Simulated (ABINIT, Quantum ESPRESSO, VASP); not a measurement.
# Code comparison for Na (Im-3m, 1 atom in the cell)

Self-consistent single point, at a second geometry (lattice scaled by 0.98). First geometry:

```
Na
1.0
   -2.13000     2.13000     2.13000
    2.13000    -2.13000     2.13000
    2.13000     2.13000    -2.13000
Na
1
Direct
  0.00000   0.00000   0.00000
```

Shared settings, as Quantum ESPRESSO writes them: occupations = smearing; smearing = fermi-dirac; degauss = 0.0073499 Ry; K_POINTS = automatic 9 9 9 0 0 0. Potentials and cutoffs stand in the table.

| code | model | ΔF from the first geometry (meV/atom) | pressure (GPa) | cutoff |
|---|---|---|---|---|
| VASP | PBE, VASP's PBE PAW potentials (set 64) | -1.6 | 0.04 | 300 eV |
| ABINIT | PBE, norm-conserving pseudopotentials (PseudoDojo nc-sr-05 PBE standard) | -1.3 | 0.14 | 1197 eV |
| Quantum ESPRESSO | PBE, SSSP 1.1.2 efficiency (PBE) pseudopotentials | -1.2 | 0.14 | 40 Ry |

The spread over the programs that give each value: ΔF from the first geometry within 0.4 meV/atom; pressure within 0.10 GPa.

VASP's run is marked for a possible Pulay error in its stress at this cutoff; no cutoff test was made.

The starting cell has typed, rounded lattice constants, without a prior relaxation at this level. For this run, on top of that: lattice scaled by 0.98.

Left out of this page: Ansatz, GPAW, CP2K, Elk, FLEUR and SIESTA (not drawn, or without a comparable value).
